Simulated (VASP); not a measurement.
A convergence study with VASP on K (bcc): one setting is varied, all else stays as given below, so the limit is that of these other settings. The cell's lengths are 1 % over those of the tabulated start, so it is off equilibrium.

```
CELL_PARAMETERS angstrom
     -2.66640     2.66640     2.66640
      2.66640    -2.66640     2.66640
      2.66640     2.66640    -2.66640
ATOMIC_POSITIONS crystal
  K  0.00000 0.00000 0.00000
```

Level of theory: PBE GGA, VASP's PBE PAW potentials (set 64) (plane waves; VASP). The tightest run used: 1000 eV cut-off, 11×11×11 Γ-centred mesh, first-order Methfessel-Paxton smearing of 0.10 eV, potentials K_sv.

Problem. The settings run are ENCUT = 150; ENCUT = 200; ENCUT = 250; ENCUT = 300; ENCUT = 350; ENCUT = 400; ENCUT = 450; ENCUT = 500; ENCUT = 550; ENCUT = 600; ENCUT = 650; ENCUT = 700; ENCUT = 750; ENCUT = 800; ENCUT = 850; ENCUT = 1000. From which on does the stress (every component) stay within 0.1 GPa of the tightest run?

Solution. From ENCUT = 350 on: it is off by 0.06 there and by no more than 0.1 in any finer run, while ENCUT = 300 is off by 0.13.
```
setting       E (eV/atom)  pressure (GPa)  plane waves  difference judged (GPa)
------------  -----------  --------------  -----------  -----------------------
ENCUT = 150       -0.8884          -13.06          329                    12.96
ENCUT = 200       -1.0472           -0.94          494                     0.84
ENCUT = 250       -1.0459           -0.20          697                     0.10
ENCUT = 300       -1.0468           -0.23          935                     0.13
ENCUT = 350       -1.0477           -0.16         1157                     0.06
ENCUT = 400       -1.0484           -0.11         1409                     0.01
ENCUT = 450       -1.0484           -0.11         1670                     0.01
ENCUT = 500       -1.0485           -0.11         1961                     0.01
ENCUT = 550       -1.0486           -0.11         2253                     0.01
ENCUT = 600       -1.0487           -0.10         2554                     0.00
ENCUT = 650       -1.0487           -0.10         2899                     0.00
ENCUT = 700       -1.0487           -0.10         3256                     0.00
ENCUT = 750       -1.0487           -0.10         3558                     0.00
ENCUT = 800       -1.0487           -0.10         3931                     0.00
ENCUT = 850       -1.0486           -0.10         4296                     0.00
ENCUT = 1000      -1.0486           -0.10         5494                     0.00
```

Left out are rungs that failed or repeat a setting and relaxations that didn't move; long series are thinned to 24 rows.

The compound is K in the bcc structure. The cell was not relaxed at this level.
